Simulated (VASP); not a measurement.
Input:

```
Ge
1.0
    0.00000     2.80925     2.80925
    2.80925     0.00000     2.80925
    2.80925     2.80925     0.00000
Ge
2
Direct
  0.00000   0.00000   0.00000
  0.25000   0.25000   0.25000
```

Computed with AM05 GGA, VASP's PBE PAW potentials (set 64) (plane waves; VASP). Numerical set-up: 520 eV cut-off, 11×11×11 Γ-centred mesh, first-order Methfessel-Paxton smearing of 0.10 eV, potentials Ge_d.

Task: The job: Ge (diamond), 2 atoms, AM05, static run, 520 eV, 11×11×11 Γ-centred mesh. Roughly how much core time does it take on a busy server core?

Result: About 20 core-seconds (one run on a shared machine, a rough figure). It had 56 irreducible k-points, 18 bands, up to 1243 plane waves and 13 electronic steps.

The compound is Ge in the diamond structure. This cell is one point of a volume scan, at 0.97 of the reference volume.
